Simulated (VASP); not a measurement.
## GeSn (relaxed from the NiAs type structure, space group P6_3/mmc): computed properties

Computed with PBEsol GGA, VASP's PBE PAW potentials (set 64) (plane waves; VASP).

- space group = P6_3/mmc (194)
- cell = a = b = 4.1589 Å, c = 6.3845 Å, α = β = 90.00°, γ = 120.00°
- volume per atom = 23.91 Å³/atom
- band gap (over mesh and band path) = none (metal, semimetal or under 0.01 eV)
- density = 6.64 g/cm³

```cif
data_Ge2Sn2
_chemical_formula_sum 'Ge2 Sn2'
_space_group_name_H-M_alt 'P63/mmc'
_space_group_IT_number 194
_space_group_name_Hall '-P 6c 2c'
_cell_length_a 4.15892
_cell_length_b 4.15892
_cell_length_c 6.38446
_cell_angle_alpha 90.000
_cell_angle_beta 90.000
_cell_angle_gamma 120.000
loop_
_atom_site_label
_atom_site_type_symbol
_atom_site_symmetry_multiplicity
_atom_site_Wyckoff_symbol
_atom_site_fract_x
_atom_site_fract_y
_atom_site_fract_z
_atom_site_occupancy
Ge1 Ge 2 a 0.00000 0.00000 0.00000 1
Sn1 Sn 2 c 0.33333 0.66667 0.25000 1
```

Unless said otherwise, spin-orbit coupling is left out, though it shifts the bands of the heavy elements here.

The structure was generated: GeSn was put into the NiAs type type (P6_3/mmc), which need not be its known phase. It was relaxed first, which changed the volume by +13 %. Symmetry was kept, so distortions that lower it aren't found.
